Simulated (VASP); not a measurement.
An input for Quantum ESPRESSO's pw.x (written as the equivalent of a VASP run, and not itself run):

```
&CONTROL
  calculation = 'scf'
  pseudo_dir = './pseudo'
  outdir = './out'
  tprnfor = .true.
  tstress = .true.
/
&SYSTEM
  ibrav = 0
  nat = 2
  ntyp = 2
  ecutwfc = 62.5
  occupations = 'tetrahedra'
  input_dft = 'rpbe'
/
&ELECTRONS
  conv_thr = 7.3e-09
  electron_maxstep = 100
/
ATOMIC_SPECIES
  Pb 207.200 Pb.upf
  S 32.060 S.upf
CELL_PARAMETERS angstrom
     0.0000000    3.0391128    3.0391128
     3.0391128    0.0000000    3.0391128
     3.0391128    3.0391128    0.0000000
ATOMIC_POSITIONS crystal
  Pb   0.0000000  0.0000000  0.0000000
  S    0.5000000  0.5000000  0.5000000
K_POINTS automatic
  8 8 8 0 0 0
```

Task: Write the VASP files for the same calculation (RPBE).

Result: One answer among several that fit: 
### INCAR
```
SYSTEM = PbS
PREC = Accurate; ENCUT = 520; LREAL = .FALSE.
LASPH = .TRUE.
EDIFF = 1E-7; NELM = 100; ALGO = Normal
LMAXMIX = 4
ISMEAR = -5
GGA = RP
ISIF = 2
LWAVE = .FALSE.; LCHARG = .TRUE.; LORBIT = 11
NEDOS = 601
```

### POSCAR
```
PbS
1
    0.0000000000     3.0391127551     3.0391127551
    3.0391127551     0.0000000000     3.0391127551
    3.0391127551     3.0391127551     0.0000000000
Pb S
1 1
Direct
  0.0000000000   0.0000000000   0.0000000000
  0.5000000000   0.5000000000   0.5000000000
```

KPOINTS:
```
kpoints
0
Gamma
 8 8 8
0 0 0
```

POTCAR, in this order: Pb_d S (PBE.64 set). Program: vasp_std.

Limits of the translation: the potentials are each code's own (VASP's PAW set, PseudoDojo norm-conserving files in pw.x), so ENCUT and ecutwfc are chosen apart and not converted; conv_thr bounds pw.x's estimated SCF error, while EDIFF bounds the energy change between steps.

The compound is PbS in the rock salt structure. It was relaxed first, which changed the volume by +7 %.
